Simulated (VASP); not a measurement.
AlCu: single point with LDA

AlCu:

```
Al Cu
1.0
     2.99751    0.02248    0.00000
     0.02248    2.99751    0.00000
     0.00000    0.00000    2.99751
Al Cu
1 1
Direct
  0.00000 0.00000 0.00000
  0.50000 0.50000 0.50000
```

The cell comes from a database or a generator and needn't be the stable form of this composition.

The cell isn't the ideal one: strain +0.0150 x Voigt [0, 0, 0, 0, 0, 1], atoms carried along.

* Program: VASP 6.6.1
* Task: single point
* Functional: LDA
* Potentials or basis: VASP PAW LDA potentials, release 64 (Al, Cu)
* Cutoff: 520 eV
* k mesh: 16 × 16 × 16
* Occupations: gaussian, width 0.15 eV
* Spin: no spin polarisation
* Dipole correction: no
* Further INCAR settings: ALGO = Fast; EDIFF = 1e-06; NBANDS = 14

```json
{
  "Pressure": "-8.2 GPa",
  "Band gap on the k mesh": "none (metal or under the smearing width)"
}
```

Stress tensor (GPa, compression positive):
```
-8.20 -0.31  0.00
-0.31 -8.20  0.00
 0.00  0.00 -8.22
```

Levels at points of the mesh, in eV from the Fermi level:
```
           k point  band 4  band 5  band 6  band 7  band 8  band 9  band 10  band 11
(0.00, 0.00, 0.00)   -3.93   -3.91   -3.90    3.76    3.82    3.88     6.42     6.42
(0.50, 0.00, 0.00)   -4.34   -4.34   -3.86   -3.16    7.28    8.06     8.08     8.43
(0.50, 0.50, 0.00)   -4.23   -3.73   -3.55   -3.53   -0.87   -0.14     9.98    12.80
(0.00, 0.00, 0.50)   -4.36   -4.32   -3.86   -3.16    7.31    7.99     8.12     8.43
(0.50, 0.00, 0.50)   -4.23   -3.64   -3.64   -3.53   -0.85   -0.16     9.97    12.85
(0.50, 0.50, 0.50)   -3.51   -3.51    0.73    0.79    0.90    1.74     2.14     2.21
```

Run time: 77 s on 1 thread of Intel(R) Xeon(R) 6975P-C (Granite Rapids), with other jobs on the host, peak memory 0.34 GiB.
